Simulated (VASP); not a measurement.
Runs of VASP 6.6.1 on Cd. It takes space group P6_3/mmc (No. 194, hexagonal). Conventional cell: a = 2.958 Å, b = 2.958 Å, c = 5.886 Å, α = 90.00°, β = 90.00°, γ = 120.00°. Cd (site symmetry -6m2) is surrounded by 6 Cd at 2.96 Å. 

| task | level | cell | cutoff (eV) | gap on the mesh (eV) | pressure (GPa) | relaxed volume (Å³/atom) |
| --- | --- | --- | --- | --- | --- | --- |
| single point | PBEsol | as given | 520 | none | -1.9 | - |
| relaxation of cell and atoms | RPBE | relaxed | 600 | none | 0.0 | (b) |
| relaxation of cell and atoms | PBEsol | relaxed | 580 | none | 0.0 | 21.12 |
| relaxation of cell and atoms | PBE | relaxed | 600 | none | 0.0 | 23.00 |
| relaxation of cell and atoms | PBEsol | relaxed | 480 | none | 0.0 | (a) |

Alike in all rows: potentials or basis VASP PAW PBE potentials, release 64 (Cd); no spin polarisation; k mesh 18 × 18 × 8; smearing gaussian 0.1 eV.

Q: Estimate the missing entries.

A: (a) 21.16; (b) 24.37.

Caveats: the PAW data sets were made with another functional, which shifts forces and pressure a little (some runs).

A k mesh can miss the band edges, and the runs leave out spin-orbit coupling on Cd.

A gap of «none» marks a metal or a gap under the smearing width.
